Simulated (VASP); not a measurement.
# SbAs (R3m) in VASP: single point with LDA

Aim: the single point of SbAs with LDA.

Program: VASP 6.6.1. These are calculated values, not measurements. Logs are shortened: lines on timing, memory, paths and dates and some standing lists are left out, and cuts for length are marked.

### Step 1. Starting point

Symmetry: R3m, No. 160, trigonal system. Conventional cell: a = 4.065 Å, b = 4.065 Å, c = 11.150 Å, α = 90.00°, β = 90.00°, γ = 120.00°. Sb (site symmetry 3m) is surrounded by 3 As at 2.73 Å. Around As (site symmetry 3m) lie 3 Sb at 2.73 Å.

The cell is a database's computed one.

### Step 2. Single point, LDA

The input, INCAR:

```
SYSTEM = SbAs
ALGO     = Normal         ! electronic algorithm
EDIFF    = 1E-7           ! SCF threshold, eV
ENCUT    = 520            ! plane-wave cutoff, eV
GGA      = CA             ! functional
ISIF     = 2              ! what is computed and relaxed
ISMEAR   = 0              ! smearing method
LASPH    = .True.         ! aspherical terms in the spheres
LCHARG   = .False.        ! write CHGCAR
LREAL    = .False.        ! projectors in reciprocal space
LWAVE    = .False.        ! write WAVECAR
NBANDS   = 12             ! bands
NELM     = 80             ! most SCF steps
PREC     = Accurate       ! precision mode
SIGMA    = 0.1            ! smearing width, eV
```

The input, KPOINTS:

```
k-points
0
Gamma
  6 6 6
  0 0 0
```

The input, POSCAR:

```
SbAs
1.0
    2.0327141219      1.1735880455      3.7165943000
   -2.0327141219      1.1735880455      3.7165943000
    0.0000000000     -2.3471760909      3.7165943000
Sb As
1 1
Direct
    0.2290984100      0.2290984100      0.2290984100
    0.7708995900      0.7708995900      0.7708995900
```

Potentials or basis: VASP PAW LDA potentials, release 64 (Sb, As).

The run is started by

```
cat potpaw_LDA.64/Sb/POTCAR potpaw_LDA.64/As/POTCAR > POTCAR
mpirun -np 1 vasp_std > vasp.out
```

OUTCAR:

```text
SYSTEM = SbAs
   EDIFF = 1E-7
   ENCUT = 520
   GGA = CA
   ISIF = 2
   ISMEAR = 0
   LASPH = .True.
   LREAL = .False.
   NELM = 80
   PREC = Accurate

 ion  position               nearest neighbor table
   1  0.229  0.229  0.229-   2 2.73   2 2.73   2 2.73   2 3.30   2 3.30   2 3.30
   2  0.771  0.771  0.771-   1 2.73   1 2.73   1 2.73   1 3.30   1 3.30   1 3.30

  LATTYP: Found a trigonal (rhomboedric) cell.
 ALAT       =     4.3957148216
 COS(alpha) =     0.5723154261

  Lattice vectors:

 A1 = (   2.0327141219,   1.1735880455,   3.7165943000)
 A2 = (  -2.0327141219,   1.1735880455,   3.7165943000)
 A3 = (   0.0000000000,  -2.3471760909,   3.7165943000)

Analysis of symmetry for initial positions (statically):
=====================================================================
 Subroutine PRICEL returns:
 Original cell was already a primitive cell.

 Routine SETGRP: Setting up the symmetry group for a
 trigonal (rhombohedral) supercell.

 Subroutine GETGRP returns: Found  6 space group operations
 (whereof  6 operations were pure point group operations)
 out of a pool of 12 trial point group operations.

The static configuration has the point symmetry C_3v.

Analysis of symmetry for dynamics (positions and initial velocities):
=====================================================================
 Subroutine PRICEL returns:
 Original cell was already a primitive cell.

 Routine SETGRP: Setting up the symmetry group for a
 trigonal (rhombohedral) supercell.

 Subroutine GETGRP returns: Found  6 space group operations
 (whereof  6 operations were pure point group operations)
 out of a pool of 12 trial point group operations.

The dynamic configuration has the point symmetry C_3v.

 Subroutine INISYM returns: Found  6 space group operations
 (whereof  6 operations are pure point group operations),
 and found     1 'primitive' translations

----------------------------------------------------------------------------------------

                                     Primitive cell

  volume of cell :      53.1972

  direct lattice vectors                    reciprocal lattice vectors
     2.032714122  1.173588046  3.716594300     0.245976547  0.142014625  0.089687845
    -2.032714122  1.173588046  3.716594300    -0.245976547  0.142014625  0.089687845
     0.000000000 -2.347176091  3.716594300     0.000000000 -0.284029251  0.089687845

  length of vectors
     4.395714822  4.395714822  4.395714822     0.297853193  0.297853193  0.297853193

  position of ions in fractional coordinates (direct lattice)
     0.229098410  0.229098410  0.229098410
     0.770899590  0.770899590  0.770899590

  ion indices of the primitive-cell ions
   primitive index   ion index
                 1           1
                 2           2

----------------------------------------------------------------------------------------

 KPOINTS: k-points

Automatic generation of k-mesh.
 Grid dimensions read from file:
 generate k-points for:    6    6    6

 Generating k-lattice:

  Cartesian coordinates                     Fractional coordinates (reciprocal lattice)
     0.040996091  0.023669104  0.014947974     0.166666667  0.000000000  0.000000000
    -0.040996091  0.023669104  0.014947974     0.000000000  0.166666667  0.000000000
     0.000000000 -0.047338208  0.014947974     0.000000000  0.000000000  0.166666667

  Length of vectors
     0.049642199  0.049642199  0.049642199

  Shift w.r.t. Gamma in fractional coordinates (k-lattice)
     0.000000000  0.000000000  0.000000000

 Subroutine IBZKPT returns following result:
 ===========================================

 Found     32 irreducible k-points:

 Following reciprocal coordinates:
            Coordinates               Weight
  0.000000  0.000000  0.000000      1.000000
  0.166667  0.000000  0.000000      6.000000
  0.333333  0.000000  0.000000      6.000000
  0.500000  0.000000  0.000000      3.000000
  0.166667  0.166667  0.000000      6.000000
  0.333333  0.166667  0.000000     12.000000
[... 16 lines left out ...]
  0.500000  0.500000  0.166667      6.000000
 -0.333333  0.500000  0.166667     12.000000
 [... further k-points ...]
   k-points           NKPTS =     32   k-points in BZ     NKDIM =     32   number of bands    NBANDS=     12
   number of dos      NEDOS =    301   number of ions     NIONS =      2
   total plane-waves  NPLWV =  46656
   dimension x,y,z NGX =    36 NGY =   36 NGZ =   36
   dimension x,y,z NGXF=    72 NGYF=   72 NGZF=   72
   ions per type =               1   1
   NGX,Y,Z   is equivalent  to a cutoff of  13.62, 13.62, 13.62 a.u.
   NGXF,Y,Z  is equivalent  to a cutoff of  27.23, 27.23, 27.23 a.u.
 SYSTEM =  SbAs
   PREC   = accura    normal or accurate (medium, high low for compatibility)
   ISTART =      0    job   : 0-new  1-cont  2-samecut
   ICHARG =      2    charge: 1-file 2-atom 10-const
   ISPIN  =      1    spin polarized calculation?
   LNONCOLLINEAR =      F non collinear calculations
   LSORBIT =      F    spin-orbit coupling
   LASPH  =      T    aspherical Exc in radial PAW
   ENCUT  =  520.0 eV  38.22 Ry    6.18 a.u.   8.17  8.17  8.17*2*pi/ulx,y,z
   NELM   =     80;   NELMIN=  2; NELMDL= -5     # of ELM steps
   EDIFF  = 0.1E-06   stopping-criterion for ELM
   LREAL  =      F    real-space projection
   EDIFFG = 0.1E-05   stopping-criterion for IOM
   NSW    =      0    number of steps for IOM
   IBRION =     -1    ionic relax: 0-MD 1-quasi-New 2-CG
   NFREE  =      0    steps in history (QN), initial steepest desc. (CG)
   ISIF   =      2    stress and relaxation
   ISYM   =      2    0-nonsym 1-usesym 2-fastsym
   POTIM  = 0.5000    time-step for ionic-motion
   TEBEG  =    0.0;   TEEND  =   0.0 temperature during run
   PSTRESS=    0.0 pullay stress
   NELECT =      10.0000    total number of electrons
   NUPDOWN=      -1.0000    fix difference up-down
   EMIN   =  10.00;   EMAX   =-10.00  energy-range for DOS
   EFERMI =   0.00;   METHOD = LEGACY
   ISMEAR =     0;   SIGMA  =   0.10  broadening in eV -4-tet -1-fermi 0-gaus
   EFERMI_NEDOS =   21; number of points for ismear=-14 and -15
   IALGO  =     38    algorithm
   IMIX   =      4    mixing-type and parameters
     AMIX     =   0.40;   BMIX     =  1.00
     AMIX_MAG =   1.60;   BMIX_MAG =  1.00
  volume/ion in A,a.u.               =      26.60       179.50
  Fermi-wavevector in a.u.,A,eV,Ry     =   0.937804  1.772192 11.966000  0.879476
  Thomas-Fermi vector in A             =   2.064952
   LORBIT       =      0    0 simple, 1 ext, 2 COOP (PROOUT), +10 PAW based schemes
   GGA     = CA    functional components
   LHFCALC =     F    Hartree Fock is set to
   AEXX    =    0.0000 exact exchange contribution
   IVDW    =     0    specifies the selected vdW correction
   LEPSILON=     F    determine dielectric tensor
   LRPA    =     F    only Hartree local field effects (RPA)
 non-spin polarized calculation
 Gauss-broadening in eV      SIGMA  =   0.10
  energy-cutoff  :      520.00
  volume of cell :       53.20
 maximum number of plane-waves:      1448
 NGX is ok and might be reduce to    36
   NGX = 17   NGY = 17   NGZ = 17

 number of electron      10.0000000 magnetization

 Free energy of the ion-electron system (eV)
  ---------------------------------------------------
  ext. energy  EPLUGINS =         0.00000000
  ---------------------------------------------------
  free energy    TOTEN  =       -10.21580854 eV

  energy without entropy =      -10.21395573  energy(sigma->0) =      -10.21488213

 E-fermi :   5.9764     XC(G=0):  -9.7898

 val. band max:        5.9692177737   @ k =   0.3333   0.1667   0.1667
 cond. band min:       6.5053056616   @ k =   0.5000   0.0000   0.0000
 fundamental gap:      0.5360878878
 Fermi energy:         5.9763711609

 k-point     1 :       0.0000    0.0000    0.0000
  band No.  band energies     occupation
      1      -7.5279      2.00000
      2       0.4702      2.00000
      3       3.8253      2.00000
      4       4.2716      2.00000
      5       4.2716      2.00000
      6       7.9098      0.00000
      7       8.8820      0.00000
      8       8.8820      0.00000
      9      12.0838      0.00000
     10      12.0838      0.00000
     11      12.2892      0.00000
     12      13.6300      0.00000

 k-point     2 :       0.1667    0.0000    0.0000
  band No.  band energies     occupation
      1      -7.2119      2.00000
      2      -0.5108      2.00000
      3       3.8268      2.00000
      4       4.1183      2.00000
      5       4.4289      2.00000
      6       7.8309      0.00000
      7       8.2545      0.00000
      8       8.4192      0.00000
      9      11.1815      0.00000
     10      11.7626      0.00000
     11      12.2632      0.00000
     12      15.4213      0.00000

 k-point     3 :       0.3333    0.0000    0.0000
  band No.  band energies     occupation
      1      -6.3087      2.00000
      2      -2.4359      2.00000
      3       3.7097      2.00000
      4       3.8708      2.00000
      5       5.0213      2.00000
      6       6.6739      0.00000
      7       7.1531      0.00000
      8       7.5411      0.00000
      9      12.0645      0.00000
     10      13.1018      0.00000
     11      13.9614      0.00000
     12      16.9423      0.00000
[... 286 lines left out ...]
 k-point    23 :       0.5000    0.5000    0.1667
  band No.  band energies     occupation
      1      -5.6333      2.00000
      2      -2.4829      2.00000
      3       0.7749      2.00000
      4       2.7583      2.00000
      5       3.2261      2.00000
      6       8.2494      0.00000
      7      10.0349      0.00000
      8      11.3110      0.00000
      9      11.6682      0.00000
     10      15.7988      0.00000
     11      16.0388      0.00000
     12      16.3850      0.00000

 k-point    24 :      -0.3333    0.5000    0.1667
  band No.  band energies     occupation
      1      -5.0977      2.00000
      2      -2.9974      2.00000
      3       0.6815      2.00000
      4       1.5881      2.00000
      5       4.1417      2.00000
      6       8.0915      0.00000
      7       9.5847      0.00000
      8      11.6730      0.00000
      9      12.1066      0.00000
     10      13.8702      0.00000
     11      16.2802      0.00000
     12      17.4076      0.00000

 [... further k-points ...]

------------------------ aborting loop because EDIFF is reached ----------------------------------------

  FORCE on cell =-STRESS in cart. coord.  units (eV):
  Direction    XX          YY          ZZ          XY          YZ          ZX
  --------------------------------------------------------------------------------------
  -------------------------------------------------------------------------------------
  Total       -0.8659387     -0.8659387     -1.1631846      0.0000000     -0.0000000      0.0000000
  in kB      -26.0801051    -26.0801051    -35.0324768      0.0000000     -0.0000000      0.0000000
  external PRESSURE =     -29.0642290 kB  Pullay stress =       0.0000000 kB

 VOLUME and BASIS-vectors are now :
 -----------------------------------------------------------------------------
  energy-cutoff  :      520.00
  volume of cell :       53.20
      direct lattice vectors                 reciprocal lattice vectors
     2.032714122  1.173588046  3.716594300     0.245976547  0.142014625  0.089687845
    -2.032714122  1.173588046  3.716594300    -0.245976547  0.142014625  0.089687845
     0.000000000 -2.347176091  3.716594300     0.000000000 -0.284029251  0.089687845

 POSITION                                       TOTAL-FORCE (eV/Angst)
 -----------------------------------------------------------------------------------
      0.00000      0.00000      2.55440         0.000000      0.000000      0.011618
      0.00000      0.00000      8.59536         0.000000     -0.000000     -0.011618
 -----------------------------------------------------------------------------------
    total drift:                               -0.000000     -0.000000      0.000219

  FREE ENERGIE OF THE ION-ELECTRON SYSTEM (eV)
  ---------------------------------------------------
  free  energy   TOTEN  =       -10.2158085374 eV

  energy  without entropy=      -10.2139557289  energy(sigma->0) =      -10.21488213
```

Run time: 9.4 s. Hardware: 1 thread of Intel Xeon 6975P-C (Granite Rapids), shared host; peak memory 0.17 GiB.

What came out:

```yaml
Free_energy: -10.2158 eV
Pressure: -2.9 GPa
Largest_force: 0.012 eV/Å
Band_gap_on_the_k_mesh: none (metal or under the smearing width)
```

Forces in eV/Å, atoms in the order of the input:
```
Sb   0.000  0.000  0.012
As   0.000  0.000 -0.012
```

Spin-orbit coupling is left out, which matters for the levels of Sb.
